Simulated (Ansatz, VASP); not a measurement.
# NiSn3: VASP beside Ansatz

```
CELL_PARAMETERS angstrom
4.49126 0.00000 0.00000
0.00000 4.49126 0.00000
0.00000 0.00000 4.49126
ATOMIC_POSITIONS crystal
Sn 0.00000 0.50000 0.50000
Sn 0.50000 0.00000 0.50000
Sn 0.50000 0.50000 0.00000
Ni 0.00000 0.00000 0.00000
```

Alike in both runs: functional PBE; k mesh 10 × 10 × 10; occupations gaussian, width 0.1 eV; no spin polarisation.

Ansatz relaxed the structure, and its values are those at the end. VASP's run is a single point on that final structure, the one shown.

|  | VASP | Ansatz |
| --- | --- | --- |
| version | VASP 6.6.1 | Ansatz 0.2.0 |
| potentials or method | VASP PAW PBE potentials, release 64 (Sn_d, Ni) | scalar-relativistic, plane waves, PAW |
| plane-wave cutoff (eV) | 520 | 420 |
| valence electrons in the cell | 52 | 60 |

|  | VASP | Ansatz | Ansatz less VASP |
| --- | --- | --- | --- |
| gap on the k mesh at the Fermi level (eV) | none | none | - |
| pressure (GPa) | 0.0 | 0.0 | -0.01 |

A gap of «none» marks a metal or a gap that the smearing closes. The two sets of potentials don't hold the same shells in valence.

Spin polarisation is off, so any magnetic state and its effect on volume and gap are missing.
